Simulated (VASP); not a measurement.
# Ni (Fm-3m) in VASP: a series of runs, part 2 of 2

VASP 6.6.1.

### 3 Relaxation of cell and atoms, PBE, collinear spin, ferromagnetic start

This run uses another cell than the first one, of 10.89 Å³/atom, 0.995 times its volume.

File INCAR:

```
  PREC = Accurate
  ENCUT = 520
  EDIFF = 1E-7
  ISMEAR = 0
  SIGMA = 0.1
  LREAL = False
  LASPH = True
  NELM = 150
  ALGO = Normal
  ISIF = 3
  LWAVE = False
  LCHARG = False
  ISPIN = 2
  MAGMOM = 0.8
  LORBIT = 11
  LMAXMIX = 4
  GGA = PE
  IBRION = 2
  NSW = 80
  EDIFFG = -0.002
  AMIX = 0.2
```

File KPOINTS:

```
Automatic mesh
0
Gamma
  20 20 20
```

File POSCAR:

```
Ni                                      
1.0
    0.0000000000      1.7590677659      1.7590677659
    1.7590677659      0.0000000000      1.7590677659
    1.7590677659      1.7590677659      0.0000000000
  Ni            
     1
Direct
     0.0000000000000000    0.0000000000000000    0.0000000000000000
```

Potentials or basis: VASP PAW PBE potentials, release 64 (Ni).

Launch:

```console
cat potpaw_PBE.64/Ni/POTCAR > POTCAR
mpirun -np 1 vasp_std > vasp.out
```

OUTCAR:

```text
PREC = Accurate
   ENCUT = 520
   EDIFF = 1E-7
   ISMEAR = 0
   LREAL = False
   LASPH = True
   NELM = 150
   ISIF = 3
   ISPIN = 2
   LORBIT = 11
   GGA = PE
   IBRION = 2
   NSW = 80
   EDIFFG = -0.002
   AMIX = 0.2

 ion  position               nearest neighbor table
   1  0.000  0.000  0.000-

  LATTYP: Found a face centered cubic cell.
 ALAT       =     3.5181355318

  Lattice vectors:

 A1 = (   0.0000000000,   1.7590677659,   1.7590677659)
 A2 = (   1.7590677659,   0.0000000000,   1.7590677659)
 A3 = (   1.7590677659,   1.7590677659,   0.0000000000)

Analysis of symmetry for initial positions (statically):
=====================================================================
 Subroutine PRICEL returns:
 Original cell was already a primitive cell.

 Routine SETGRP: Setting up the symmetry group for a
 face centered cubic supercell.

 Subroutine GETGRP returns: Found 48 space group operations
 (whereof 48 operations were pure point group operations)
 out of a pool of 48 trial point group operations.

The static configuration has the point symmetry O_h .

Analysis of symmetry for dynamics (positions and initial velocities):
=====================================================================
 Subroutine PRICEL returns:
 Original cell was already a primitive cell.

 Routine SETGRP: Setting up the symmetry group for a
 face centered cubic supercell.

 Subroutine GETGRP returns: Found 48 space group operations
 (whereof 48 operations were pure point group operations)
 out of a pool of 48 trial point group operations.

The dynamic configuration has the point symmetry O_h .

Analysis of structural, dynamic, and magnetic symmetry:
=====================================================================
 Subroutine PRICEL returns:
 Original cell was already a primitive cell.

 Routine SETGRP: Setting up the symmetry group for a
 face centered cubic supercell.

 Subroutine GETGRP returns: Found 48 space group operations
[... 155 lines left out ...]
 fundamental gap:      0.0007047558
 Fermi energy:         9.3696378053

 spin component 1

 k-point     1 :       0.0000    0.0000    0.0000
  band No.  band energies     occupation
      1       0.3625      1.00000
      2       6.9313      1.00000
      3       6.9313      1.00000
      4       6.9313      1.00000
      5       8.1092      1.00000
      6       8.1092      1.00000
      7      33.0880      0.00000
      8      36.9436      0.00000
      9      36.9436      0.00000
[... 265 lines left out ...]
 k-point    24 :      -0.3500    0.0500    0.0000
  band No.  band energies     occupation
      1       4.1886      1.00000
      2       7.0192      1.00000
      3       7.0740      1.00000
      4       7.1949      1.00000
      5       8.4386      1.00000
      6       8.7882      1.00000
      7      18.5041      0.00000
      8      31.0470      0.00000
      9      33.4120      0.00000

 [... further k-points ...]

 spin component 2

 k-point     1 :       0.0000    0.0000    0.0000
  band No.  band energies     occupation
      1       0.3266      1.00000
      2       7.6888      1.00000
      3       7.6888      1.00000
      4       7.6888      1.00000
      5       8.6956      1.00000
      6       8.6956      1.00000
      7      32.9234      0.00000
      8      36.9237      0.00000
      9      36.9237      0.00000
[... 265 lines left out ...]
 k-point    24 :      -0.3500    0.0500    0.0000
  band No.  band energies     occupation
      1       4.4036      1.00000
      2       7.5568      1.00000
      3       7.6664      1.00000
      4       7.7076      1.00000
      5       9.1707      0.99755
      6       9.4837      0.05343
      7      18.7483      0.00000
      8      31.0135      0.00000
      9      33.4107      0.00000

 [... further k-points ...]

------------------------ aborting loop because EDIFF is reached ----------------------------------------

  FORCE on cell =-STRESS in cart. coord.  units (eV):
  Direction    XX          YY          ZZ          XY          YZ          ZX
  --------------------------------------------------------------------------------------
  -------------------------------------------------------------------------------------
  Total       -0.0001158     -0.0001158     -0.0001158      0.0000000      0.0000000      0.0000000
  in kB       -0.0170446     -0.0170446     -0.0170446      0.0000000      0.0000000      0.0000000
  external PRESSURE =      -0.0170446 kB  Pullay stress =       0.0000000 kB

 VOLUME and BASIS-vectors are now :
 -----------------------------------------------------------------------------
  energy-cutoff  :      520.00
  volume of cell :       10.89
      direct lattice vectors                 reciprocal lattice vectors
     0.000000000  1.759067766  1.759067766    -0.284241466  0.284241466  0.284241466
     1.759067766  0.000000000  1.759067766     0.284241466 -0.284241466  0.284241466
     1.759067766  1.759067766  0.000000000     0.284241466  0.284241466 -0.284241466

 POSITION                                       TOTAL-FORCE (eV/Angst)
 -----------------------------------------------------------------------------------
      0.00000      0.00000      0.00000        -0.000000     -0.000000     -0.000000
 -----------------------------------------------------------------------------------
    total drift:                                0.000000      0.000000      0.000000

  FREE ENERGIE OF THE ION-ELECTRON SYSTEM (eV)
  ---------------------------------------------------
  free  energy   TOTEN  =        -5.4751346808 eV

  energy  without entropy=       -5.4663643470  energy(sigma->0) =       -5.47074951

 reached required accuracy - stopping structural energy minimisation

 total charge

# of ion       s       p       d       tot
------------------------------------------
    1        0.497   0.497   8.314   9.309

 magnetization (x)

# of ion       s       p       d       tot
------------------------------------------
    1       -0.007  -0.025   0.672   0.640
```

OSZICAR:

```text
N       E                     dE             d eps       ncg     rms          rms(c)
DAV:   1     0.230424541034E+02    0.23042E+02   -0.48968E+03  9416   0.144E+03
DAV:   2    -0.605883580791E+01   -0.29101E+02   -0.27993E+02  9270   0.166E+02
DAV:   3    -0.649976071798E+01   -0.44092E+00   -0.43733E+00 10555   0.273E+01
DAV:   4    -0.650364495797E+01   -0.38842E-02   -0.38838E-02 10571   0.226E+00
DAV:   5    -0.650374236036E+01   -0.97402E-04   -0.97401E-04 10636   0.306E-01    0.989E+00
DAV:   6    -0.556363818498E+01    0.94010E+00   -0.41985E+00  9677   0.336E+01    0.438E+00
DAV:   7    -0.550130307256E+01    0.62335E-01   -0.43882E-01 10905   0.970E+00    0.293E+00
DAV:   8    -0.547557462372E+01    0.25728E-01   -0.22615E-02  9728   0.260E+00    0.710E-01
DAV:   9    -0.547556644711E+01    0.81766E-05   -0.38549E-03 11225   0.810E-01    0.357E-01
DAV:  10    -0.547506339576E+01    0.50305E-03   -0.62117E-04  9882   0.458E-01    0.641E-02
DAV:  11    -0.547512921669E+01   -0.65821E-04   -0.21324E-04 10864   0.187E-01    0.249E-02
DAV:  12    -0.547513444169E+01   -0.52250E-05   -0.15111E-05 11920   0.553E-02    0.234E-02
DAV:  13    -0.547513528675E+01   -0.84506E-06   -0.17031E-06 10301   0.171E-02    0.112E-02
DAV:  14    -0.547513475366E+01    0.53309E-06   -0.11027E-06  8809   0.114E-02    0.105E-03
DAV:  15    -0.547513468083E+01    0.72824E-07   -0.17029E-08  4763   0.190E-03
   1 F= -.54751347E+01 E0= -.54707495E+01  d E =-.547513E+01  mag=     0.6284
```

CONTCAR:

```text
Ni
   1.00000000000000
     0.0000000000000000    1.7590677659000000    1.7590677659000000
     1.7590677659000000    0.0000000000000000    1.7590677659000000
     1.7590677659000000    1.7590677659000000    0.0000000000000000
  Ni
     1
Direct
     0.0000000000000000    0.0000000000000000    0.0000000000000000

  0.00000000E+00  0.00000000E+00  0.00000000E+00
```

Run time: 32 s. Hardware: 1 thread of Intel Xeon Platinum 8488C (Sapphire Rapids), shared host; peak memory 0.16 GiB.

What came out:

```yaml
Free_energy: -5.4751 eV
Pressure_after_relaxing: 0.0 GPa
Band_gap_on_the_k_mesh: none (metal or under the smearing width)
Net_moment: 0.63 μB per cell
Site_moments: Ni +0.64 μB
Valence_electrons_inside_the_program's_atomic_spheres: Ni 9.31
```

Final structure:
```
CELL_PARAMETERS angstrom
0.00000 1.75907 1.75907
1.75907 0.00000 1.75907
1.75907 1.75907 0.00000
ATOMIC_POSITIONS crystal
Ni 0.00000 0.00000 0.00000
```

Levels at points of the mesh, in eV from the Fermi level:
Spin up:
| k point | band 2 | band 3 | band 4 | band 5 | band 6 | band 7 | band 8 | band 9 |
| --- | --- | --- | --- | --- | --- | --- | --- | --- |
| (0.00, 0.00, 0.00) | -2.44 | -2.44 | -2.44 | -1.26 | -1.26 | 23.72 | 27.57 | 27.57 |
| (0.50, 0.00, 0.00) | -2.42 | -2.42 | -0.61 | -0.61 | -0.29 | 5.65 | 22.21 | 24.66 |
| (0.50, 0.50, 0.00) | -4.20 | -0.55 | -0.48 | -0.48 | 2.45 | 9.21 | 14.82 | 14.82 |
Spin down:
```csv
k point,band 1,band 2,band 3,band 4,band 5,band 6,band 7,band 8,band 9
"(0.00, 0.00, 0.00)",-9.04,-1.68,-1.68,-1.68,-0.67,-0.67,23.55,27.55,27.55
"(0.50, 0.00, 0.00)",-4.40,-1.80,-1.80,-0.35,0.15,0.15,6.08,22.06,24.75
"(0.50, 0.50, 0.00)",-4.30,-3.58,0.06,0.39,0.39,2.40,9.45,14.83,14.83
```

Caveat: the relaxation stopped at its first step, so nothing moved.
